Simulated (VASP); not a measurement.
```xyz
1
Lattice="-1.6919 1.6919 1.6919 1.6919 -1.6919 1.6919 1.6919 1.6919 -1.6919" Properties=species:S:1:pos:R:3 pbc="T T T"
Li     0.0000     0.0000     0.0000
```

Method: revTPSS meta-GGA, VASP's PBE PAW potentials (set 64) (plane waves; VASP 6.6.1). Run with 520 eV cut-off, 17×17×17 Γ-centred mesh, tetrahedra with Blöchl corrections, potentials Li_sv.

Q: Give the energies of bands 2 to 4 at the high-symmetry points, in eV from the Fermi level.

A: 
| band | Γ | H | N | P |
|---|---|---|---|---|
| 2 | -3.73 | 5.76 | 0.22 | 3.46 |
| 3 | 15.29 | 5.76 | 3.37 | 3.46 |
| 4 | 15.29 | 5.76 | 10.84 | 3.46 |

It has no gap at this level: it comes out as a metal or semimetal.

The compound is Li in the bcc structure. It was relaxed first, which changed the volume by -9 %.
